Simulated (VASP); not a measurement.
All values below come from revTPSS meta-GGA, VASP's PBE PAW potentials (set 64) (plane waves; VASP).

VASP ran on this input.

**KPOINTS**
```
Automatic mesh
0
Gamma
12 12 12
0 0 0
```

**INCAR**
```
! general
SYSTEM   =  RuAl
PREC     =  Accurate
ENCUT    =  520
LREAL    =  .False.
LASPH    =  .True.   ! aspherical one-centre terms

! electronic loop
EDIFF    =  1E-7   ! SCF stop (eV)
NELM     =  100   ! most electronic steps
ALGO     =  Normal
LMAXMIX  =  4   ! l cut-off of mixed one-centre charges
LMIXTAU  =  .True.

! smearing
ISMEAR   =  1   ! Methfessel-Paxton
SIGMA    =  0.1

! functional
METAGGA  =  RTPSS

! ions
ISIF     =  2   ! forces and stress, cell fixed

! output
LWAVE    =  .False.
LCHARG   =  .False.
```

### POSCAR
```
RuAl
1
    2.9211122345     0.0000000000     0.0000000000
    0.0000000000     2.9211122345     0.0000000000
    0.0000000000     0.0000000000     2.9211122345
Al Ru
1 1
Direct
  0.5000000000   0.5000000000   0.5000000000
  0.0000000000   0.0000000000   0.0000000000
```

POTCAR, in this order: Al Ru_pv (PBE.64 set). Program: vasp_std.

Output

**OSZICAR**
```
       N       E                     dE             d eps       ncg     rms          rms(c)
DAV:   1     0.247591135211E+03    0.24759E+03   -0.14563E+04  2236   0.249E+03
DAV:   2     0.461575403021E+02   -0.20143E+03   -0.19247E+03  2448   0.590E+02
DAV:   3     0.377478440923E+02   -0.84097E+01   -0.81269E+01  3008   0.152E+02
DAV:   4     0.375331061015E+02   -0.21474E+00   -0.21441E+00  3116   0.255E+01
DAV:   5     0.375271141859E+02   -0.59919E-02   -0.59904E-02  3252   0.393E+00    0.108E+01
DAV:   6    -0.330310636164E+01   -0.40830E+02   -0.92526E+01  2044   0.106E+02    0.171E+01
DAV:   7    -0.337135108729E+01   -0.68245E-01   -0.19602E+00  2316   0.178E+01    0.130E+01
DAV:   8    -0.231795124872E+01    0.10534E+01   -0.34222E+00  2132   0.212E+01    0.246E+00
DAV:   9    -0.241009579066E+01   -0.92145E-01   -0.30899E-01  2292   0.747E+00    0.720E-01
DAV:  10    -0.178952912654E+01    0.62057E+00   -0.73555E-01  2016   0.146E+01    0.561E-01
DAV:  11    -0.243162933247E+01   -0.64210E+00   -0.58498E-01  2016   0.122E+01    0.421E-01
DAV:  12    -0.243432085581E+01   -0.26915E-02   -0.14359E-03  2432   0.493E-01    0.354E-01
DAV:  13    -0.242811563579E+01    0.62052E-02   -0.81151E-03  2152   0.100E+00    0.148E-01
DAV:  14    -0.243369224513E+01   -0.55766E-02   -0.92823E-04  2048   0.402E-01    0.139E-01
DAV:  15    -0.243351911429E+01    0.17313E-03   -0.94848E-05  2252   0.994E-02    0.102E-01
DAV:  16    -0.243363394550E+01   -0.11483E-03   -0.36741E-04  2148   0.255E-01    0.469E-02
DAV:  17    -0.243364145575E+01   -0.75103E-05   -0.26316E-05  2332   0.538E-02    0.137E-02
DAV:  18    -0.243364164934E+01   -0.19359E-06   -0.10139E-06  2156   0.124E-02    0.257E-03
DAV:  19    -0.243364210510E+01   -0.45576E-06   -0.15861E-07  1176   0.647E-03    0.621E-04
DAV:  20    -0.243364214414E+01   -0.39038E-07   -0.41994E-08  1032   0.262E-03
   1 F= -.24336421E+01 E0= -.24335539E+01  d E =-.264795E-03
```

**OUTCAR**
```
------------------------ aborting loop because EDIFF is reached ----------------------------------------
  FORCE on cell =-STRESS in cart. coord.  units (eV):
  Direction    XX          YY          ZZ          XY          YZ          ZX
  --------------------------------------------------------------------------------------
  Total        2.3998742      2.3998742      2.3998742      0.0000000      0.0000000      0.0000000
  in kB      154.2603588    154.2603588    154.2603588      0.0000000      0.0000000      0.0000000
  external PRESSURE =     154.2603588 kB  Pullay stress =       0.0000000 kB
  volume of cell :       24.93
      direct lattice vectors                 reciprocal lattice vectors
     2.921112234  0.000000000  0.000000000     0.342335357  0.000000000  0.000000000
     0.000000000  2.921112234  0.000000000     0.000000000  0.342335357  0.000000000
     0.000000000  0.000000000  2.921112234     0.000000000  0.000000000  0.342335357
 POSITION                                       TOTAL-FORCE (eV/Angst)
 -----------------------------------------------------------------------------------
      1.46056      1.46056      1.46056         0.000000      0.000000      0.000000
      0.00000      0.00000      0.00000         0.000000      0.000000      0.000000
 -----------------------------------------------------------------------------------
    total drift:                                0.000000      0.000000     -0.000000
  FREE ENERGIE OF THE ION-ELECTRON SYSTEM (eV)
  ---------------------------------------------------
  free  energy   TOTEN  =        -2.4336421441 eV

  energy  without entropy=       -2.4333773488  energy(sigma->0) =       -2.43355388
```
(Selected blocks of OUTCAR.)

The compound is RuAl in the CsCl type structure. This cell is one point of a volume scan, at 0.94 of the reference volume. The electron count is odd and the run is not spin-polarised, which forces a metal.
